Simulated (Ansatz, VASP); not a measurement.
BiN in VASP and in Ansatz

```
Bi N
1.0
     0.00000    2.57160    2.57160
     2.57160    0.00000    2.57160
     2.57160    2.57160    0.00000
Bi N
1 1
Direct
  0.00000 0.00000 0.00000
  0.50000 0.50000 0.50000
```

Alike in both runs: task single point; functional PBE; k mesh 10 × 10 × 10; occupations gaussian, width 0.02 eV; no spin polarisation.

|  | VASP | Ansatz |
| --- | --- | --- |
| version | VASP 6.6.1 | Ansatz 0.2.0 |
| potentials or method | VASP PAW PBE potentials, release 64 (Bi_d, N) | scalar-relativistic, plane waves, PAW |
| plane-wave cutoff (eV) | 520 | 420 |
| valence electrons in the cell | 20 | 20 |

|  | VASP | Ansatz | Ansatz less VASP |
| --- | --- | --- | --- |
| gap on the k mesh at the Fermi level (eV) | 0.16 | 0.16 | -0.002 |
| least direct gap on the mesh (eV) | 0.16 | 0.16 | -0.002 |
| pressure (GPa) | 0.3 | 0.3 | -0.02 |

The functional is the same, so the differences come from potentials, cutoffs and numerics.

Caveats: spin-orbit coupling is left out, which as a rule narrows the gap of such compounds by several tenths of an eV. A k mesh can miss the band edges. A hybrid or GW would open this gap; PBE tends to underestimate it.
